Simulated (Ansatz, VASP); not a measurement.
## One calculation of HfZr2Si3, two programs

```
Zr Hf Si
1.0
     8.97159    0.00000    0.00000
    -4.48579    7.76962    0.00000
     0.00000    0.00000    2.70173
Zr Hf Si
2 1 3
Cartesian
  0.0000 5.1797 1.3509
  4.4858 2.5899 1.3509
  0.0000 0.0000 1.3509
  4.4858 0.0000 1.3509
  -2.2429 3.8848 1.3509
  2.2429 3.8848 1.3509
```

Alike in both runs: functional PBE; k mesh 6 × 6 × 14; occupations gaussian, width 0.1 eV; no spin polarisation.

Ansatz relaxed the structure, and its values are those at the end. VASP's run is a single point on that final structure, the one shown.

|  | VASP | Ansatz |
| --- | --- | --- |
| version | VASP 6.6.1 | Ansatz 0.2.0 |
| potentials or method | VASP PAW PBE potentials, release 64 (Zr_sv, Hf_pv, Si) | scalar-relativistic, plane waves, PAW |
| plane-wave cutoff (eV) | 520 | 420 |
| valence electrons in the cell | 46 | 62 |

|  | VASP | Ansatz | Ansatz less VASP |
| --- | --- | --- | --- |
| gap on the k mesh at the Fermi level (eV) | none | none | - |
| pressure (GPa) | 0.0 | 0.0 | +0.03 |

A gap of «none» marks a metal or a gap that the smearing closes. The functional is the same, so the differences come from potentials, cutoffs and numerics. The two sets of potentials don't hold the same shells in valence.

The runs have no spin-orbit coupling, so splittings on Hf are missing.
